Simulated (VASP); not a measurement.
VASP ran on this input.

### KPOINTS
```
Automatic
0
G
 14 14 8
```

POSCAR:
```
Re
1
    1.3497720000    -2.3483580000     0.0000000000
    1.3497720000     2.3483580000     0.0000000000
    0.0000000000     0.0000000000     4.4494970000
Re
2
Direct
  0.3333330000   0.6666670000   0.2500000000
  0.6829170000   0.3495830000   0.7500000000
```

**INCAR**
```
ALGO = Normal
EDIFF = 1E-6
ENCUT = 400
GGA = PE
ISIF = 2
ISMEAR = 1
LASPH = T
LCHARG = F
LMAXMIX = 6
LREAL = F
LWAVE = F
NELM = 100
PREC = Accurate
SIGMA = 0.1
SYSTEM = Re
```

POTCAR, in this order: Re (PBE.64 set). Program: vasp_std.

Problem. Translate this PBE calculation to Ansatz.

Solution. One equivalent input (not run):
Ansatz 0.2 input:
```yaml
crystal:
  lattice:
    - [1.3497720, -2.3483580, 0.0000000]
    - [1.3497720, 2.3483580, 0.0000000]
    - [0.0000000, 0.0000000, 4.4494970]
  atoms:
    - { symbol: Re, position: [0.3333330, 0.6666670, 0.2500000] }
    - { symbol: Re, position: [0.6829170, 0.3495830, 0.7500000] }
kpoints:
  mp_grid: { grid: [14, 14, 8] }
hamiltonian:
  xc: pbe
  pseudopotentials: { kind: paw }
scf:
  occupations: { method: methfessel_paxton, width: 0.1 }
  max_iter: 100
output: { forces: true, stress: true, eigenvalues: true }
```
The two are equivalent in intent, not identical: each code has its own PAW files, so the cut-off isn't converted (ENCUT is set for VASP's; basis.ecutwfc is left out, and Ansatz then takes the one that its files recommend); Ansatz stops its SCF on the density residual and VASP on the energy change (EDIFF).

The compound is Re in the hcp structure. The cell was not relaxed at this level, atoms are displaced from their ideal sites.
